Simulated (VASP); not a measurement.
```yaml
crystal:
  lattice:
    - [7.89283, 0.00000, 0.00000]
    - [3.94641, 6.83539, 0.00000]
    - [0.00000, 0.00000, 16.89300]
  atoms:
    - { symbol: Rb, position: [0.98809, 0.63095, 0.45173] }
    - { symbol: Rb, position: [0.65476, 0.29762, 0.35518] }
    - { symbol: Rb, position: [0.65476, 0.29762, 0.64482] }
    - { symbol: Rb, position: [0.32143, 0.96429, 0.54827] }
```

Calculation: PBE GGA, VASP's PBE PAW potentials (set 64) (plane waves; VASP). Numerical set-up: 300 eV cut-off, 4×4×1 Γ-centred mesh, first-order Methfessel-Paxton smearing of 0.14 eV, potentials Rb_sv.

The cell holds a wide vacuum, so values per volume refer to the whole cell.

Q: Give the energies of bands 17 to 21 at the high-symmetry points, in eV from the Fermi level.

A: 
| band | Γ | M | K |
|---|---|---|---|
| 17 | -1.54 | -0.67 | -0.45 |
| 18 | -0.36 | -0.55 | -0.27 |
| 19 | 0.73 | 0.30 | -0.27 |
| 20 | 1.24 | 0.64 | 0.48 |
| 21 | 1.24 | 0.80 | 0.87 |

It has no gap at this level: it comes out as a metal or semimetal.

The cell is a sheet with vacuum, built from a generated structure.
